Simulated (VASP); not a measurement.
Computed with PBE GGA, VASP's PBE PAW potentials (set 64) (plane waves; VASP 6.6.1).

A VASP calculation is set up with these files.

File POSCAR:
```
GaSb
1.0
  0.0000000000   3.0500000000   3.0500000000
  3.0500000000   0.0000000000   3.0500000000
  3.0500000000   3.0500000000   0.0000000000
Ga Sb
1 1
Cart
  0.0000000000   0.0000000000   0.0000000000
  1.5250000000   1.5250000000   1.5250000000
```

**KPOINTS**
```
Automatic
0
gamma
 7 7 7
0 0 0
```

**INCAR**
```
GGA = PE
IBRION = 2   ! conjugate gradients
NSW = 60
LASPH = .True.   ! aspherical one-centre terms
LREAL = .False.
PREC = Accurate
LWAVE = .False.
SIGMA = 0.05
NELM = 100   ! most electronic steps
ENCUT = 400   ! plane-wave cut-off (eV)
ISIF = 3   ! ions, shape and volume
ALGO = Normal   ! blocked Davidson
SYSTEM = GaSb
ISMEAR = 0
EDIFF = 1E-6   ! SCF stop (eV)
EDIFFG = -0.01   ! ionic stop
LCHARG = .False.
LMAXMIX = 4   ! l cut-off of mixed one-centre charges
```

POTCAR, in this order: Ga_d Sb (PBE.64 set). Program: vasp_std.

Output

OSZICAR:
```
       N       E                     dE             d eps       ncg     rms          rms(c)
DAV:   1     0.689749176624E+02    0.68975E+02   -0.78402E+03   528   0.151E+03
DAV:   2    -0.231517937707E+01   -0.71290E+02   -0.69084E+02   565   0.270E+02
DAV:   3    -0.729965670564E+01   -0.49845E+01   -0.48732E+01   660   0.662E+01
DAV:   4    -0.738346440138E+01   -0.83808E-01   -0.83785E-01   568   0.981E+00
DAV:   5    -0.738593970579E+01   -0.24753E-02   -0.24752E-02   694   0.144E+00    0.323E+00
DAV:   6    -0.734077274557E+01    0.45167E-01   -0.73858E-02   755   0.482E+00    0.197E+00
DAV:   7    -0.732743978921E+01    0.13333E-01   -0.45127E-02   610   0.197E+00    0.347E-01
DAV:   8    -0.732839518526E+01   -0.95540E-03   -0.48824E-03   643   0.975E-01    0.815E-02
DAV:   9    -0.732890114793E+01   -0.50596E-03   -0.79457E-04   575   0.247E-01    0.396E-02
DAV:  10    -0.732891872720E+01   -0.17579E-04   -0.34914E-05   651   0.451E-02    0.105E-02
DAV:  11    -0.732894566788E+01   -0.26941E-04   -0.42212E-05   560   0.482E-02    0.461E-03
DAV:  12    -0.732894628804E+01   -0.62016E-06   -0.91238E-07   494   0.947E-03
   1 F= -.73289463E+01 E0= -.73288935E+01  d E =-.732895E+01
       N       E                     dE             d eps       ncg     rms          rms(c)
DAV:   1    -0.806553372582E+01   -0.73659E+00   -0.10575E+01   670   0.631E+01    0.473E+00
DAV:   2    -0.751648913052E+01    0.54904E+00   -0.93231E-01   635   0.175E+01    0.227E+00
DAV:   3    -0.736801676978E+01    0.14847E+00   -0.24176E-01   675   0.858E+00    0.400E-01
DAV:   4    -0.735444362561E+01    0.13573E-01   -0.22765E-02   610   0.253E+00    0.157E-01
DAV:   5    -0.735340335067E+01    0.10403E-02   -0.16794E-03   605   0.604E-01    0.613E-02
DAV:   6    -0.735322110172E+01    0.18225E-03   -0.73352E-04   620   0.524E-01    0.172E-02
DAV:   7    -0.735322821283E+01   -0.71111E-05   -0.78035E-05   676   0.148E-01    0.573E-03
DAV:   8    -0.735322892667E+01   -0.71384E-06   -0.12608E-05   593   0.532E-02    0.135E-03
DAV:   9    -0.735322910409E+01   -0.17742E-06   -0.51192E-07   370   0.735E-03
   2 F= -.73532291E+01 E0= -.73531167E+01  d E =-.242828E-01
       N       E                     dE             d eps       ncg     rms          rms(c)
DAV:   1    -0.738614569271E+01   -0.32917E-01   -0.42614E-01   670   0.114E+01    0.101E+00
DAV:   2    -0.736166592466E+01    0.24480E-01   -0.50488E-02   650   0.452E+00    0.462E-01
DAV:   3    -0.735571364902E+01    0.59523E-02   -0.72796E-03   675   0.143E+00    0.108E-01
DAV:   4    -0.735508007011E+01    0.63358E-03   -0.71345E-04   573   0.385E-01    0.346E-02
DAV:   5    -0.735502895296E+01    0.51117E-04   -0.51756E-05   610   0.971E-02    0.884E-03
DAV:   6    -0.735502817940E+01    0.77356E-06   -0.65084E-06   590   0.444E-02
   3 F= -.73550282E+01 E0= -.73549157E+01  d E =-.260819E-01
```

### OUTCAR
```
------------------------ aborting loop because EDIFF is reached ----------------------------------------
  FORCE on cell =-STRESS in cart. coord.  units (eV):
  Direction    XX          YY          ZZ          XY          YZ          ZX
  --------------------------------------------------------------------------------------
  Total       -0.0169848     -0.0169848     -0.0169848      0.0000000      0.0000000      0.0000000
  in kB       -0.4540321     -0.4540321     -0.4540321      0.0000000      0.0000000      0.0000000
  external PRESSURE =      -0.4540321 kB  Pullay stress =       0.0000000 kB
  volume of cell :       59.94
      direct lattice vectors                 reciprocal lattice vectors
     0.000000000  3.106120246  3.106120246    -0.160972519  0.160972519  0.160972519
     3.106120246 -0.000000000  3.106120246     0.160972519 -0.160972519  0.160972519
     3.106120246  3.106120246  0.000000000     0.160972519  0.160972519 -0.160972519
  FREE ENERGIE OF THE ION-ELECTRON SYSTEM (eV)
  ---------------------------------------------------
  free  energy   TOTEN  =        -7.3550281794 eV

  energy  without entropy=       -7.3548033072  energy(sigma->0) =       -7.35491574

 reached required accuracy - stopping structural energy minimisation
```
(Selected blocks of OUTCAR.)

**CONTCAR**
```
GaSb
   1.00000000000000
     0.0000000000000000    3.1061202463737945    3.1061202463737945
     3.1061202463737945   -0.0000000000000000    3.1061202463737945
     3.1061202463737945    3.1061202463737945    0.0000000000000000
  Ga              Sb
     1     1
Direct
     0.0000000000000000    0.0000000000000000    0.0000000000000000
     0.2500000000000000    0.2500000000000000    0.2500000000000000
```

Energy and stress use the plane-wave basis of the starting cell.

The compound is GaSb in the zinc blende structure. This run relaxes it. Symmetry was kept, so distortions that lower it aren't found.
